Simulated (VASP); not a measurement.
# Nb2SnSe (P-6m2) in VASP: density of states with PBE

Aim: the density of states of Nb2SnSe with PBE.

Program: VASP 6.6.1. These are calculated values, not measurements. Logs are shortened: lines on timing, memory, paths and dates and some standing lists are left out, and cuts for length are marked.

## (1) Starting point

Symmetry: P-6m2, No. 187, hexagonal system. Conventional cell: a = 3.380 Å, b = 3.380 Å, c = 7.794 Å, α = 90.00°, β = 90.00°, γ = 120.00°. Nb (site symmetry 3m) has 3 Se at 2.62 Å and 3 Sn at 2.90 Å as nearest neighbours. Sn (site symmetry -6m2) is surrounded by 6 Nb at 2.90 Å. Se (site symmetry -6m2) is surrounded by 6 Nb at 2.62 Å.

The cell was built by a generator and needn't be a form met in nature.

## (2) Density of states, PBE

Contents of POSCAR:

```
Nb2SnSe
1.0
    3.3797300000      0.0000000000      0.0000000000
   -1.6898650000      2.9269320000      0.0000000000
    0.0000000000      0.0000000000      7.7942500000
Nb Sn Se
2 1 1
Direct
    0.6666670000      0.3333330000      0.7249750000
    0.6666670000      0.3333330000      0.2750250000
    0.0000000000      0.0000000000      0.0000000000
    0.3333330000      0.6666670000      0.5000000000
```

Contents of INCAR.step1:

```
PREC = Accurate
ENCUT = 520
EDIFF = 1E-6
ISMEAR = 0
SIGMA = 0.1
LREAL = F
LASPH = T
NELM = 80
ALGO = Normal
ISIF = 2
LWAVE = F
LCHARG = T
LMAXMIX = 4
GGA = PE
KPAR = 2
```

Contents of KPOINTS.step1:

```
Automatic mesh
0
Gamma
  12 12 6
```

Contents of INCAR.step2:

```
PREC = Accurate
ENCUT = 520
EDIFF = 1E-6
ISMEAR = -5
SIGMA = 0.1
LREAL = F
LASPH = T
NELM = 80
ALGO = Normal
ISIF = 2
LWAVE = F
LCHARG = F
LMAXMIX = 4
GGA = PE
LORBIT = 11
KPAR = 2
NEDOS = 1001
ICHARG = 11
```

Contents of KPOINTS.step2:

```
Automatic mesh
0
Gamma
  18 18 9
```

Potentials or basis: VASP PAW PBE potentials, release 64 (Nb_sv, Sn_d, Se).

Started as:

```
cat potpaw_PBE.64/Nb_sv/POTCAR potpaw_PBE.64/Sn_d/POTCAR potpaw_PBE.64/Se/POTCAR > POTCAR
cp INCAR.step1 INCAR
cp KPOINTS.step1 KPOINTS
mpirun -np 2 vasp_std > vasp.out
cp INCAR.step2 INCAR
cp KPOINTS.step2 KPOINTS
mpirun -np 2 vasp_std > vasp.out
```

OUTCAR:

```text
PREC = Accurate
   ENCUT = 520
   EDIFF = 1E-6
   ISMEAR = -5
   LREAL = F
   LASPH = T
   NELM = 80
   ISIF = 2
   GGA = PE
   LORBIT = 11
   ICHARG = 11

 ion  position               nearest neighbor table
   1  0.667  0.333  0.725-   4 2.62   4 2.62   4 2.62   3 2.90   3 2.90   3 2.90
   2  0.667  0.333  0.275-   4 2.62   4 2.62   4 2.62   3 2.90   3 2.90   3 2.90
   3  0.000  0.000  0.000-   1 2.90   2 2.90   1 2.90   2 2.90   1 2.90   2 2.90
   4  0.333  0.667  0.500-   1 2.62   2 2.62   1 2.62   2 2.62   1 2.62   2 2.62

  LATTYP: Found a hexagonal cell.
 ALAT       =     3.3797300000
 C/A-ratio  =     2.3061753454

  Lattice vectors:

 A1 = (   3.3797300000,   0.0000000000,   0.0000000000)
 A2 = (  -1.6898650000,   2.9269320000,   0.0000000000)
 A3 = (   0.0000000000,   0.0000000000,   7.7942500000)

Analysis of symmetry for initial positions (statically):
=====================================================================
 Subroutine PRICEL returns:
 Original cell was already a primitive cell.

 Routine SETGRP: Setting up the symmetry group for a
 hexagonal supercell.

 Subroutine GETGRP returns: Found 12 space group operations
 (whereof 12 operations were pure point group operations)
 out of a pool of 24 trial point group operations.

The static configuration has the point symmetry D_3h.

Analysis of symmetry for dynamics (positions and initial velocities):
=====================================================================
 Subroutine PRICEL returns:
 Original cell was already a primitive cell.

 Routine SETGRP: Setting up the symmetry group for a
 hexagonal supercell.

 Subroutine GETGRP returns: Found 12 space group operations
 (whereof 12 operations were pure point group operations)
 out of a pool of 24 trial point group operations.

The dynamic configuration has the point symmetry D_3h.

 Subroutine INISYM returns: Found 12 space group operations
 (whereof 12 operations are pure point group operations),
 and found     1 'primitive' translations

----------------------------------------------------------------------------------------

                                     Primitive cell

  volume of cell :      77.1026

  direct lattice vectors                    reciprocal lattice vectors
     3.379730000  0.000000000  0.000000000     0.295881624  0.170827337  0.000000000
[... 101 lines left out ...]
   TEBEG  =    0.0;   TEEND  =   0.0 temperature during run
   PSTRESS=    0.0 pullay stress
   NELECT =      46.0000    total number of electrons
   NUPDOWN=      -1.0000    fix difference up-down
   EMIN   =  10.00;   EMAX   =-10.00  energy-range for DOS
   EFERMI =   0.00;   METHOD = LEGACY
   ISMEAR =    -5;   SIGMA  =   0.10  broadening in eV -4-tet -1-fermi 0-gaus
   EFERMI_NEDOS =   21; number of points for ismear=-14 and -15
   IALGO  =     38    algorithm
   IMIX   =      4    mixing-type and parameters
     AMIX     =   0.40;   BMIX     =  1.00
     AMIX_MAG =   1.60;   BMIX_MAG =  1.00
  volume/ion in A,a.u.               =      19.28       130.08
  Fermi-wavevector in a.u.,A,eV,Ry     =   1.378175  2.604374 25.842458  1.899367
  Thomas-Fermi vector in A             =   2.503261
   LORBIT       =     11    0 simple, 1 ext, 2 COOP (PROOUT), +10 PAW based schemes
   GGA     = PE    functional components
   LHFCALC =     F    Hartree Fock is set to
   AEXX    =    0.0000 exact exchange contribution
   IVDW    =     0    specifies the selected vdW correction
   LEPSILON=     F    determine dielectric tensor
   LRPA    =     F    only Hartree local field effects (RPA)
 non-spin polarized calculation
 Fermi weights with tetrahedron method with Bloechl corrections
  energy-cutoff  :      520.00
  volume of cell :       77.10
 maximum number of plane-waves:      2104
 NGX is ok and might be reduce to    28

 number of electron      45.9999990 magnetization

 Free energy of the ion-electron system (eV)
  ---------------------------------------------------
  ext. energy  EPLUGINS =         0.00000000
  ---------------------------------------------------
  free energy    TOTEN  =       -28.97973815 eV

  energy without entropy =      -28.97973815  energy(sigma->0) =      -28.97973815

 E-fermi :  10.4063     XC(G=0): -11.7510

 val. band max:       10.4664986175   @ k =   0.3889   0.1667   0.0000
 cond. band min:      10.3510267838   @ k =   0.2222   0.2222   0.0000
 fundamental gap:     -0.1154718337
 Fermi energy:        10.4062965220

 k-point     1 :       0.0000    0.0000    0.0000
  band No.  band energies     occupation
      1     -44.8595      2.00000
      2     -44.8536      2.00000
      3     -21.1569      2.00000
      4     -21.0326      2.00000
      5     -20.7633      2.00000
      6     -20.7633      2.00000
[... 709 lines left out ...]
     26      12.1790      0.00000
     27      12.9032      0.00000

 [... further k-points ...]

------------------------ aborting loop because EDIFF is reached ----------------------------------------

  FORCE on cell =-STRESS in cart. coord.  units (eV):
  Direction    XX          YY          ZZ          XY          YZ          ZX
  --------------------------------------------------------------------------------------
  -------------------------------------------------------------------------------------
  Total        0.0085848      0.0085848     -0.0625174      0.0000000     -0.0000000     -0.0000000
  in kB        0.1783914      0.1783914     -1.2991004      0.0000000     -0.0000000     -0.0000000
  external PRESSURE =      -0.3141059 kB  Pullay stress =       0.0000000 kB

 VOLUME and BASIS-vectors are now :
 -----------------------------------------------------------------------------
  energy-cutoff  :      520.00
  volume of cell :       77.10
      direct lattice vectors                 reciprocal lattice vectors
     3.379730000  0.000000000  0.000000000     0.295881624  0.170827337  0.000000000
    -1.689865000  2.926932000  0.000000000     0.000000000  0.341654675  0.000000000
     0.000000000  0.000000000  7.794250000     0.000000000  0.000000000  0.128299708

 POSITION                                       TOTAL-FORCE (eV/Angst)
 -----------------------------------------------------------------------------------
      1.68987      0.97564      5.65064        -0.000000      0.000000      0.005842
      1.68987      0.97564      2.14361        -0.000000      0.000000     -0.005842
      0.00000      0.00000      0.00000         0.000000      0.000000     -0.000000
     -0.00000      1.95129      3.89712         0.000000     -0.000000     -0.000000
 -----------------------------------------------------------------------------------
    total drift:                               -0.005883      0.003397      0.000000

  FREE ENERGIE OF THE ION-ELECTRON SYSTEM (eV)
  ---------------------------------------------------
  free  energy   TOTEN  =       -28.9797381520 eV

  energy  without entropy=      -28.9797381520  energy(sigma->0) =      -28.97973815

 total charge

# of ion       s       p       d       tot
------------------------------------------
    1        2.133   5.988   2.514  10.634
    2        2.133   5.988   2.514  10.634
    3        1.149   1.288  10.019  12.456
    4        1.428   2.416   0.126   3.970
--------------------------------------------------
tot          6.843  15.679  15.173  37.695
```

OSZICAR.step1:

```text
N       E                     dE             d eps       ncg     rms          rms(c)
DAV:   1     0.595875548803E+03    0.59588E+03   -0.23612E+04  4132   0.218E+03
DAV:   2     0.511787206051E+02   -0.54470E+03   -0.53568E+03  4131   0.694E+02
DAV:   3    -0.240760756780E+02   -0.75255E+02   -0.72942E+02  6501   0.219E+02
DAV:   4    -0.299729227248E+02   -0.58968E+01   -0.57314E+01  6784   0.494E+01
DAV:   5    -0.303357016011E+02   -0.36278E+00   -0.35363E+00  7144   0.103E+01    0.994E+00
DAV:   6    -0.290687303012E+02    0.12670E+01   -0.81939E+00  6553   0.156E+01    0.335E+00
DAV:   7    -0.289993819216E+02    0.69348E-01   -0.58024E-01  6488   0.581E+00    0.196E+00
DAV:   8    -0.289858860131E+02    0.13496E-01   -0.98984E-02  6556   0.229E+00    0.511E-01
DAV:   9    -0.289857797812E+02    0.10623E-03   -0.15107E-02  7008   0.918E-01    0.233E-01
DAV:  10    -0.289859311574E+02   -0.15138E-03   -0.20398E-03  6025   0.345E-01    0.570E-02
DAV:  11    -0.289859350902E+02   -0.39328E-05   -0.17059E-04  7096   0.116E-01    0.208E-02
DAV:  12    -0.289859419193E+02   -0.68290E-05   -0.16620E-05  5959   0.382E-02    0.489E-03
DAV:  13    -0.289859405378E+02    0.13815E-05   -0.14413E-06  4000   0.877E-03    0.263E-03
DAV:  14    -0.289859406217E+02   -0.83958E-07   -0.40666E-07  3213   0.724E-03
   1 F= -.28985941E+02 E0= -.28976344E+02  d E =-.191935E-01
```

Wall time 3.3 min (2 MPI ranks of Intel Xeon Platinum 8488C (Sapphire Rapids), shared host); peak memory 0.49 GiB.

What came out:

```yaml
Valence_electrons_inside_the_program's_atomic_spheres: Nb 10.63; Sn 12.46; Se 3.97
```

States per cell in windows of 0.5 eV (zero at the Fermi level; states under -8 eV left out):
```
from (eV)  total  Nb1_d  Nb2_d  Se4_p  Sn3_p  Sn3_s  Sn3_d
     -8.0   0.32   0.01   0.01   0.01   0.01   0.14   0.00
     -7.5   0.50   0.02   0.02   0.08   0.01   0.14   0.00
     -7.0   1.17   0.05   0.05   0.26   0.01   0.25   0.00
     -6.5   0.82   0.03   0.03   0.26   0.01   0.04   0.00
     -6.0   1.34   0.09   0.09   0.48   0.01   0.02   0.00
     -5.5   0.93   0.07   0.07   0.34   0.01   0.02   0.00
     -5.0   0.49   0.04   0.04   0.17   0.01   0.01   0.00
     -4.5   0.82   0.07   0.07   0.23   0.08   0.01   0.00
     -4.0   1.24   0.11   0.11   0.28   0.16   0.02   0.01
     -3.5   1.35   0.15   0.15   0.21   0.19   0.02   0.01
     -3.0   1.50   0.20   0.20   0.03   0.31   0.01   0.01
     -2.5   1.22   0.22   0.22   0.02   0.16   0.01   0.02
     -2.0   1.46   0.33   0.33   0.02   0.11   0.01   0.03
     -1.5   1.49   0.38   0.38   0.02   0.05   0.00   0.02
     -1.0   1.13   0.31   0.31   0.01   0.05   0.00   0.01
     -0.5   1.73   0.50   0.50   0.03   0.12   0.01   0.02
      0.0   1.33   0.41   0.41   0.03   0.05   0.01   0.01
      0.5   1.62   0.52   0.52   0.04   0.06   0.01   0.02
      1.0   1.82   0.59   0.59   0.04   0.05   0.01   0.03
      1.5   1.72   0.54   0.54   0.06   0.06   0.03   0.02
      2.0   1.28   0.44   0.44   0.04   0.04   0.01   0.01
      2.5   0.28   0.10   0.10   0.01   0.01   0.00   0.00
      3.0   0.00   0.00   0.00   0.00   0.00   0.00   0.00
      3.5   0.00   0.00   0.00   0.00   0.00   0.00   0.00
      4.0   0.00   0.00   0.00   0.00   0.00   0.00   0.00
      4.5   0.00   0.00   0.00   0.00   0.00   0.00   0.00
```

Caveat: tetrahedron occupations give inexact forces and stress in metals.
